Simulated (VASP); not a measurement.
Consider the following.

```
CELL_PARAMETERS angstrom
      0.00000     2.01022     2.01022
      2.01022     0.00000     2.01022
      2.01022     2.01022     0.00000
ATOMIC_POSITIONS crystal
  Au 0.00000 0.00000 0.00000
```

These are PBE GGA with D4 dispersion, VASP's PBE PAW potentials (set 64) (plane waves; VASP 6.6.1) values and carry that method's errors. Numerical set-up: 520 eV cut-off, 15×15×15 Γ-centred mesh, first-order Methfessel-Paxton smearing of 0.10 eV, potentials Au.

Unless said otherwise, spin-orbit coupling is left out, though it shifts the bands of the heavy elements here.

Task: Estimate the energy per atom (σ→0), pressure, band gap (on the k-mesh) with the smallest direct gap where there is one.

Result: 
```
Quantity                                                     Value
------------------------  ----------------------------------------
band gap (on the k-mesh)  none (metal, semimetal or under 0.01 eV)
energy per atom (σ→0)                               -3.840 eV/atom
pressure                                                 11.92 GPa
```

Total energies compare only between runs with the same potentials, cut-off and functional.

The compound is Au in the fcc structure. This cell is one point of a volume scan, at 0.94 of the reference volume.
